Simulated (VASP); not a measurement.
# Quasiparticle energies of C (Diamond) in VASP, part 4 of 7

Wanted: how far GW moves the Kohn-Sham levels of C (Diamond). The cell has space group Fd-3m. The start is a cell from a database of measured crystal structures.

VASP 6.6.1, plane waves and PAW; the level of theory is named at each step.

So far, quasiparticle gap on the mesh (eV): step 4 (evGW0) 5.56.

### 5. evGW

This step: evGW on LDA; plane waves and PAW (C_GW) (VASP 6.6.1).

The levels are updated in both G and W; wider gaps weaken the screening and open the gap further.

INCAR

```
SYSTEM = C
PREC = Accurate
ENCUT = 440
ISMEAR = 0
SIGMA = 0.01
LREAL = .FALSE.
GGA = CA
NBANDS = 64
ALGO = EVGW
NELMGW = 4
ENCUTGW = 180
NOMEGA = 48
PRECFOCK = Fast
NBANDSGW = 12
LWAVE = .FALSE.
LCHARG = .FALSE.
```

POSCAR

```
C
1.0
    0.0000000000      1.7833700000      1.7833700000
    1.7833700000      0.0000000000      1.7833700000
    1.7833700000      1.7833700000      0.0000000000
C
2
Direct
    0.7500000000      0.7500000000      0.7500000000
    0.5000000000      0.5000000000      0.5000000000
```

KPOINTS

```
Automatic mesh
0
Gamma
8 8 8
0 0 0
```

PAW data sets: C_GW (LDA family, release 64).

Command:

```bash
$ mpirun -np 4 vasp_std
```

Log:

```text
[banner, memory and clock lines left out]
running    4 mpi-ranks, on    1 nodes
 distrk:  each k-point on    4 cores,    1 groups
 distr:  one band on    1 cores,    4 groups

 POSCAR found type information on POSCAR C
 POSCAR found :  1 types and       2 ions
 [... a notice as in an earlier step ...]

 LDA part: xc-table for (Slater(with rela. corr.)+CA(PZ))
 , standard interpolation
 found WAVECAR, reading the header
 POSCAR, INCAR and KPOINTS ok, starting setup
 FFT: planning ... GRIDC
 FFT: planning ... GRID_SOFT
 FFT: planning ... GRID
 reading WAVECAR
 the WAVECAR file was read successfully
 initial charge from wavefunction
 available memory per node:    175.03 GB, setting MAXMEM to    179232

 The Fermi energy was updated, please check that it is located mid-gap
 values below the HOMO (VB) or above the LUMO (CB) will cause erroneous energies
 E-fermi :  11.8104

 calculate exact exchange contribution
 the WAVEDER file was read successfully
energies w=
    0.000    0.000    1.215    0.000    2.425    0.000    3.626    0.000
    4.812    0.000    5.982    0.000    7.133    0.000    8.263    0.000
    9.372    0.000   10.461    0.000   11.530    0.000   12.582    0.000
   13.618    0.000   14.643    0.000   15.658    0.000   16.667    0.000
   17.675    0.000   18.685    0.000   19.701    0.000   20.729    0.000
   21.773    0.000   22.839    0.000   23.933    0.000   25.063    0.000
   26.236    0.000   27.462    0.000   28.749    0.000   30.112    0.000
   31.563    0.000   33.122    0.000   34.807    0.000   36.645    0.000
   38.667    0.000   40.912    0.000   43.434    0.000   46.295    0.000
   49.583    0.000   53.415    0.000   57.952    0.000   63.421    0.000
   70.155    0.000   78.661    0.000   89.749    0.000  104.798    0.000
  126.366    0.000  159.778    0.000  218.280    0.000  346.469    0.000
 responsefunction array rank=      72
 LDA part: xc-table for (Slater(with rela. corr.)+CA(PZ))
 , standard interpolation

 min. memory requirement per mpi rank    169.0 MB, per node    676.2 MB

 allocating  12 responsefunctions rank=    72
 shmem allocating  48 responsefunctions rank=    72
 response function shared by NCSHMEM nodes    1
 Doing           12  frequencies on each core in blocks of           48
NQ=   1    0.0000    0.0000    0.0000,
|.........|.........|.........|.........|.........|.........|.........|.........
 performed        290000 updates of chi_q(r,r)
 total number of BLAS operations          8.08 Gflops
NQ=   2    0.1250    0.0000    0.0000,
|.........|.........|.........|.........|.........|.........|.........|.........
 performed        793000 updates of chi_q(r,r)
 total number of BLAS operations         23.58 Gflops
NQ=   3    0.2500    0.0000    0.0000,
|.........|.........|.........|.........|.........|.........|.........|.........
 performed       1296000 updates of chi_q(r,r)
 total number of BLAS operations         39.07 Gflops
NQ=   4    0.3750    0.0000    0.0000,
|.........|.........|.........|.........|.........|.........|.........|.........
 performed       1799000 updates of chi_q(r,r)
 total number of BLAS operations         55.58 Gflops
NQ=   5    0.5000    0.0000    0.0000,
|.........|.........|.........|.........|.........|.........|.........|.........
 performed       2216000 updates of chi_q(r,r)
 total number of BLAS operations         71.96 Gflops
NQ=   6    0.1250    0.1250    0.0000,
|.........|.........|.........|.........|.........|.........|.........|.........
 performed       2707000 updates of chi_q(r,r)
 total number of BLAS operations         86.11 Gflops
NQ=   7    0.2500    0.1250    0.0000,
|.........|.........|.........|.........|.........|.........|.........|.........
 performed       3524000 updates of chi_q(r,r)
 total number of BLAS operations        111.24 Gflops
NQ=   8    0.3750    0.1250    0.0000,
|.........|.........|.........|.........|.........|.........|.........|.........
 performed       4341000 updates of chi_q(r,r)
 total number of BLAS operations        136.37 Gflops
NQ=   9    0.5000    0.1250    0.0000,
|.........|.........|.........|.........|.........|.........|.........|.........
 performed       5158000 updates of chi_q(r,r)
 total number of BLAS operations        163.99 Gflops
NQ=  10   -0.3750    0.1250    0.0000,
|.........|.........|.........|.........|.........|.........|.........|.........
 performed       5975000 updates of chi_q(r,r)
 total number of BLAS operations        190.77 Gflops
NQ=  11   -0.2500    0.1250    0.0000,
|.........|.........|.........|.........|.........|.........|.........|.........
 performed       6792000 updates of chi_q(r,r)
 total number of BLAS operations        215.90 Gflops
NQ=  12   -0.1250    0.1250    0.0000,
|.........|.........|.........|.........|.........|.........|.........|.........
 performed       7461000 updates of chi_q(r,r)
 total number of BLAS operations        235.83 Gflops
NQ=  13    0.2500    0.2500    0.0000,
|.........|.........|.........|.........|.........|.........|.........|.........
 performed       7952000 updates of chi_q(r,r)
 total number of BLAS operations        249.99 Gflops
NQ=  14    0.3750    0.2500    0.0000,
|.........|.........|.........|.........|.........|.........|.........|.........
 performed       8769000 updates of chi_q(r,r)
 total number of BLAS operations        276.76 Gflops
NQ=  15    0.5000    0.2500    0.0000,
|.........|.........|.........|.........|.........|.........|.........|.........
 performed       9586000 updates of chi_q(r,r)
 total number of BLAS operations        302.71 Gflops
NQ=  16   -0.3750    0.2500    0.0000,
|.........|.........|.........|.........|.........|.........|.........|.........
 performed      10403000 updates of chi_q(r,r)
 total number of BLAS operations        327.03 Gflops
NQ=  17   -0.2500    0.2500    0.0000,
|.........|.........|.........|.........|.........|.........|.........|.........
 performed      11072000 updates of chi_q(r,r)
 total number of BLAS operations        345.68 Gflops
NQ=  18    0.3750    0.3750    0.0000,
|.........|.........|.........|.........|.........|.........|.........|.........
 performed      11563000 updates of chi_q(r,r)
 total number of BLAS operations        361.79 Gflops
NQ=  19    0.5000    0.3750    0.0000,
|.........|.........|.........|.........|.........|.........|.........|.........
 performed      12380000 updates of chi_q(r,r)
 total number of BLAS operations        386.92 Gflops
NQ=  20   -0.3750    0.3750    0.0000,
|.........|.........|.........|.........|.........|.........|.........|.........
 performed      13049000 updates of chi_q(r,r)
 total number of BLAS operations        410.97 Gflops
[...]
|.........|.........|.........|.........|.........|.........|.........|.........
 performed      16207000 updates of chi_q(r,r)
 total number of BLAS operations        508.00 Gflops
NQ=  25    0.5000    0.3750    0.1250,
|.........|.........|.........|.........|.........|.........|.........|.........
 performed      17110000 updates of chi_q(r,r)
 total number of BLAS operations        535.78 Gflops
NQ=  26   -0.3750    0.3750    0.1250,
|.........|.........|.........|.........|.........|.........|.........|.........
 performed      18142000 updates of chi_q(r,r)
 total number of BLAS operations        567.52 Gflops
NQ=  27   -0.2500    0.3750    0.1250,
|.........|.........|.........|.........|.........|.........|.........|.........
 performed      18989000 updates of chi_q(r,r)
 total number of BLAS operations        592.76 Gflops
NQ=  28   -0.3750    0.5000    0.1250,
|.........|.........|.........|.........|.........|.........|.........|.........
 performed      19660000 updates of chi_q(r,r)
 total number of BLAS operations        613.40 Gflops
NQ=  29   -0.2500    0.5000    0.2500,
|.........|.........|.........|.........|.........|.........|.........|.........
 performed      20145000 updates of chi_q(r,r)
 total number of BLAS operations        625.58 Gflops
 resolving degeneracies of screened two electron integrals

 calculate QP shifts <psi_nk| G(iteration)W_0 |psi_nk>: iteration 3
 allocating  12 responsefunctions rank=    72
 shmem allocating  48 responsefunctions rank=    72
 response function shared by NCSHMEM nodes    1
 Doing           12  frequencies on each core in blocks of           48
NQ=   1    0.0000    0.0000    0.0000,
|.........|.........|.........|.........|.........|.........|.........|.........
 performed        290000 updates of chi_q(r,r)
 total number of BLAS operations          8.08 Gflops
NQ=   2    0.1250    0.0000    0.0000,
|.........|.........|.........|.........|.........|.........|.........|.........
 performed        793000 updates of chi_q(r,r)
 total number of BLAS operations         23.58 Gflops
NQ=   3    0.2500    0.0000    0.0000,
|.........|.........|.........|.........|.........|.........|.........|.........
 performed       1296000 updates of chi_q(r,r)
 total number of BLAS operations         39.07 Gflops
NQ=   4    0.3750    0.0000    0.0000,
|.........|.........|.........|.........|.........|.........|.........|.........
 performed       1799000 updates of chi_q(r,r)
 total number of BLAS operations         55.58 Gflops
NQ=   5    0.5000    0.0000    0.0000,
|.........|.........|.........|.........|.........|.........|.........|.........
 performed       2216000 updates of chi_q(r,r)
 total number of BLAS operations         71.96 Gflops
NQ=   6    0.1250    0.1250    0.0000,
|.........|.........|.........|.........|.........|.........|.........|.........
 performed       2707000 updates of chi_q(r,r)
 total number of BLAS operations         86.11 Gflops
NQ=   7    0.2500    0.1250    0.0000,
|.........|.........|.........|.........|.........|.........|.........|.........
 performed       3524000 updates of chi_q(r,r)
 total number of BLAS operations        111.24 Gflops
NQ=   8    0.3750    0.1250    0.0000,
|.........|.........|.........|.........|.........|.........|.........|.........
 performed       4341000 updates of chi_q(r,r)
 total number of BLAS operations        136.37 Gflops
NQ=   9    0.5000    0.1250    0.0000,
|.........|.........|.........|.........|.........|.........|.........|.........
 performed       5158000 updates of chi_q(r,r)
 total number of BLAS operations        163.99 Gflops
NQ=  10   -0.3750    0.1250    0.0000,
|.........|.........|.........|.........|.........|.........|.........|.........
 performed       5975000 updates of chi_q(r,r)
 total number of BLAS operations        190.77 Gflops
NQ=  11   -0.2500    0.1250    0.0000,
|.........|.........|.........|.........|.........|.........|.........|.........
 performed       6792000 updates of chi_q(r,r)
 total number of BLAS operations        215.90 Gflops
NQ=  12   -0.1250    0.1250    0.0000,
|.........|.........|.........|.........|.........|.........|.........|.........
 performed       7461000 updates of chi_q(r,r)
 total number of BLAS operations        235.83 Gflops
NQ=  13    0.2500    0.2500    0.0000,
|.........|.........|.........|.........|.........|.........|.........|.........
 performed       7952000 updates of chi_q(r,r)
 total number of BLAS operations        249.99 Gflops
NQ=  14    0.3750    0.2500    0.0000,
|.........|.........|.........|.........|.........|.........|.........|.........
 performed       8769000 updates of chi_q(r,r)
 total number of BLAS operations        276.76 Gflops
NQ=  15    0.5000    0.2500    0.0000,
|.........|.........|.........|.........|.........|.........|.........|.........
 performed       9586000 updates of chi_q(r,r)
 total number of BLAS operations        302.71 Gflops
NQ=  16   -0.3750    0.2500    0.0000,
|.........|.........|.........|.........|.........|.........|.........|.........
 performed      10403000 updates of chi_q(r,r)
 total number of BLAS operations        327.03 Gflops
NQ=  17   -0.2500    0.2500    0.0000,
|.........|.........|.........|.........|.........|.........|.........|.........
 performed      11072000 updates of chi_q(r,r)
 total number of BLAS operations        345.68 Gflops
NQ=  18    0.3750    0.3750    0.0000,
|.........|.........|.........|.........|.........|.........|.........|.........
 performed      11563000 updates of chi_q(r,r)
 total number of BLAS operations        361.79 Gflops
NQ=  19    0.5000    0.3750    0.0000,
|.........|.........|.........|.........|.........|.........|.........|.........
 performed      12380000 updates of chi_q(r,r)
 total number of BLAS operations        386.92 Gflops
NQ=  20   -0.3750    0.3750    0.0000,
|.........|.........|.........|.........|.........|.........|.........|.........
 performed      13049000 updates of chi_q(r,r)
 total number of BLAS operations        410.97 Gflops
NQ=  21    0.5000    0.5000    0.0000,
|.........|.........|.........|.........|.........|.........|.........|.........
 performed      13425000 updates of chi_q(r,r)
 total number of BLAS operations        423.30 Gflops
NQ=  22    0.3750    0.2500    0.1250,
|.........|.........|.........|.........|.........|.........|.........|.........
 performed      14328000 updates of chi_q(r,r)
 total number of BLAS operations        450.19 Gflops
NQ=  23    0.5000    0.2500    0.1250,
|.........|.........|.........|.........|.........|.........|.........|.........
 performed      15360000 updates of chi_q(r,r)
 total number of BLAS operations        481.93 Gflops
NQ=  24   -0.3750    0.2500    0.1250,
|.........|.........|.........|.........|.........|.........|.........|.........
 performed      16207000 updates of chi_q(r,r)
 total number of BLAS operations        508.00 Gflops
NQ=  25    0.5000    0.3750    0.1250,
|.........|.........|.........|.........|.........|.........|.........|.........
 performed      17110000 updates of chi_q(r,r)
 total number of BLAS operations        535.78 Gflops
NQ=  26   -0.3750    0.3750    0.1250,
|.........|.........|.........|.........|.........|.........|.........|.........
 performed      18142000 updates of chi_q(r,r)
 total number of BLAS operations        567.52 Gflops
NQ=  27   -0.2500    0.3750    0.1250,
|.........|.........|.........|.........|.........|.........|.........|.........
 performed      18989000 updates of chi_q(r,r)
 total number of BLAS operations        592.76 Gflops
NQ=  28   -0.3750    0.5000    0.1250,
|.........|.........|.........|.........|.........|.........|.........|.........
 performed      19660000 updates of chi_q(r,r)
 total number of BLAS operations        613.40 Gflops
NQ=  29   -0.2500    0.5000    0.2500,
|.........|.........|.........|.........|.........|.........|.........|.........
 performed      20145000 updates of chi_q(r,r)
 total number of BLAS operations        625.58 Gflops
 resolving degeneracies of screened two electron integrals

 calculate QP shifts <psi_nk| G(iteration)W_0 |psi_nk>: iteration 4
 entering main loop
```

The job ended after 8.3 min (4 MPI ranks of AMD EPYC 7R43, shared host; peak memory 0.69 GiB; 33 min of CPU time).

[end of part 4 of 7]

[Lines on the potential files, build, host, timing and source positions are cut from VASP's logs without a mark.]

[Logs are printed without paths, hosts, clocks, repeated set-up lines and the standing remarks that a program may print on its own settings, such as how far it seeks lower states.]

[Hosts, paths, dates, database ids (printed as entryN), source tags and the programs' standing remarks are cut or masked in the printed files.]

[Pressures printed for these runs are not shown converged in the cutoff: they can be off by several GPa and have the wrong sign.]

[In band tables of VASP the shares of atoms and orbitals are scaled to a sum of 1 inside the atoms' spheres.]
